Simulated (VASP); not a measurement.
Output of a VASP run:

### OSZICAR
```
...
DAV:   6    -0.974824009012E+01    0.80267E-06   -0.26368E-06  1858   0.385E-02
   3 F= -.97482401E+01 E0= -.97491472E+01  d E =-.301018E-01
       N       E                     dE             d eps       ncg     rms          rms(c)
DAV:   1    -0.974830946740E+01   -0.68575E-04   -0.24963E-03  1848   0.151E+00    0.639E-02
DAV:   2    -0.974826428437E+01    0.45183E-04   -0.19046E-04  2389   0.226E-01    0.276E-02
DAV:   3    -0.974823543944E+01    0.28845E-04   -0.46729E-05  2541   0.157E-01    0.916E-03
DAV:   4    -0.974823452074E+01    0.91870E-06   -0.47663E-06  2382   0.403E-02
   4 F= -.97482345E+01 E0= -.97491539E+01  d E =-.300963E-01
       N       E                     dE             d eps       ncg     rms          rms(c)
DAV:   1    -0.975010617658E+01   -0.18707E-02   -0.59455E-02  2506   0.369E+00    0.207E-01
DAV:   2    -0.974923975743E+01    0.86642E-03   -0.19253E-03  2783   0.701E-01    0.106E-01
DAV:   3    -0.974879824343E+01    0.44151E-03   -0.49466E-04  3182   0.329E-01    0.520E-02
DAV:   4    -0.974879186092E+01    0.63825E-05   -0.66833E-05  2840   0.818E-02    0.258E-02
DAV:   5    -0.974879041076E+01    0.14502E-05   -0.11297E-06  1223   0.323E-02    0.556E-03
DAV:   6    -0.974879063863E+01   -0.22787E-06   -0.44971E-07  1057   0.346E-02
   5 F= -.97487906E+01 E0= -.97495666E+01  d E =-.556118E-03
       N       E                     dE             d eps       ncg     rms          rms(c)
DAV:   1    -0.974910423122E+01   -0.31382E-03   -0.11568E-02  2506   0.163E+00    0.905E-02
DAV:   2    -0.974893995153E+01    0.16428E-03   -0.37253E-04  2796   0.308E-01    0.476E-02
DAV:   3    -0.974885545130E+01    0.84500E-04   -0.94562E-05  3203   0.144E-01    0.241E-02
DAV:   4    -0.974885380775E+01    0.16435E-05   -0.11708E-05  2314   0.360E-02    0.114E-02
DAV:   5    -0.974885338178E+01    0.42597E-06   -0.12098E-06  1404   0.154E-02
   6 F= -.97488534E+01 E0= -.97495620E+01  d E =-.618861E-03
       N       E                     dE             d eps       ncg     rms          rms(c)
DAV:   1    -0.974885486196E+01   -0.10542E-05   -0.49711E-05  2536   0.108E-01    0.591E-03
DAV:   2    -0.974885426185E+01    0.60010E-06   -0.83084E-07   947   0.207E-02
   7 F= -.97488543E+01 E0= -.97495592E+01  d E =-.619741E-03
       N       E                     dE             d eps       ncg     rms          rms(c)
DAV:   1    -0.974885748392E+01   -0.26220E-05   -0.18624E-04  2531   0.212E-01    0.115E-02
DAV:   2    -0.974885486368E+01    0.26202E-05   -0.59595E-06  2319   0.414E-02    0.665E-03
DAV:   3    -0.974885320965E+01    0.16540E-05   -0.89506E-07  1046   0.219E-02    0.318E-03
DAV:   4    -0.974885311439E+01    0.95265E-07   -0.76861E-07  1233   0.208E-02
   8 F= -.97488531E+01 E0= -.97495487E+01  d E =-.618594E-03
       N       E                     dE             d eps       ncg     rms          rms(c)
DAV:   1    -0.974904053173E+01   -0.18732E-03   -0.59809E-03  1840   0.230E+00    0.952E-02
DAV:   2    -0.974893479215E+01    0.10574E-03   -0.44984E-04  2393   0.345E-01    0.416E-02
DAV:   3    -0.974886918551E+01    0.65607E-04   -0.10388E-04  2496   0.238E-01    0.148E-02
DAV:   4    -0.974886758411E+01    0.16014E-05   -0.12258E-05  2583   0.646E-02    0.985E-03
DAV:   5    -0.974886822811E+01   -0.64400E-06   -0.36608E-07   872   0.191E-02
   9 F= -.97488682E+01 E0= -.97495393E+01  d E =-.151137E-04
```

OUTCAR:
```
------------------------ aborting loop because EDIFF is reached ----------------------------------------
  FORCE on cell =-STRESS in cart. coord.  units (eV):
  Direction    XX          YY          ZZ          XY          YZ          ZX
  --------------------------------------------------------------------------------------
  Total        0.0007631      0.0007631      0.0092872      0.0000000     -0.0000000      0.0000000
  in kB        0.0219887      0.0219887      0.2676144      0.0000000     -0.0000000      0.0000000
  external PRESSURE =       0.1038639 kB  Pullay stress =       0.0000000 kB
  volume of cell :       55.60
      direct lattice vectors                 reciprocal lattice vectors
     1.728263199 -2.993439753 -0.000000000     0.289307786 -0.167031924  0.000000000
     1.728263199  2.993439753  0.000000000     0.289307786  0.167031924  0.000000000
    -0.000000000  0.000000000  5.373703504    -0.000000000 -0.000000000  0.186091398
 POSITION                                       TOTAL-FORCE (eV/Angst)
 -----------------------------------------------------------------------------------
      1.72826      0.99782      1.34343        -0.000000     -0.000000      0.000000
      1.72826     -0.99782      4.03028         0.000000      0.000000      0.000000
 -----------------------------------------------------------------------------------
    total drift:                                0.000001      0.000066     -0.000012
  FREE ENERGIE OF THE ION-ELECTRON SYSTEM (eV)
  ---------------------------------------------------
  free  energy   TOTEN  =        -9.7488682281 eV

  energy  without entropy=       -9.7508813835  energy(sigma->0) =       -9.74953928

 reached required accuracy - stopping structural energy minimisation
```
(Selected blocks of OUTCAR.)

**POSCAR**
```
Lu
1
    1.7500000000    -3.0310890000     0.0000000000
    1.7500000000     3.0310890000     0.0000000000
    0.0000000000     0.0000000000     5.5500000000
Lu
2
Direct
  0.3333330000   0.6666670000   0.2500000000
  0.6666670000   0.3333330000   0.7500000000
```

Q: Reconstruct the remaining input files.

A: One answer among several that fit: the input of the run itself, PBEsol GGA, plane waves, VASP's PBE PAW potentials (set 64).

File KPOINTS:
```
Automatic mesh
0
Gamma
11 11 6
0 0 0
```

**INCAR**
```
! general
SYSTEM  = Lu
PREC    = Accurate
ENCUT   = 400   ! plane-wave cut-off (eV)
LREAL   = .FALSE.
LASPH   = .TRUE.   ! aspherical one-centre terms

! electronic loop
EDIFF   = 1E-6   ! SCF stop (eV)
NELM    = 100   ! most electronic steps
ALGO    = Normal
LMAXMIX = 6

! smearing
ISMEAR  = 1   ! Methfessel-Paxton
SIGMA   = 0.1

! functional
GGA     = PS   ! PBEsol

! ions
IBRION  = 2   ! conjugate gradients
NSW     = 60   ! most ionic steps
ISIF    = 3
EDIFFG  = -0.01

! output
LWAVE   = .FALSE.
LCHARG  = .FALSE.
```

POTCAR, in this order: Lu_3 (PBE.64 set). Program: vasp_std.

Energy and stress use the plane-wave basis of the starting cell.

The compound is Lu in the hcp structure. This run relaxes it. Symmetry was kept, so distortions that lower it aren't found.
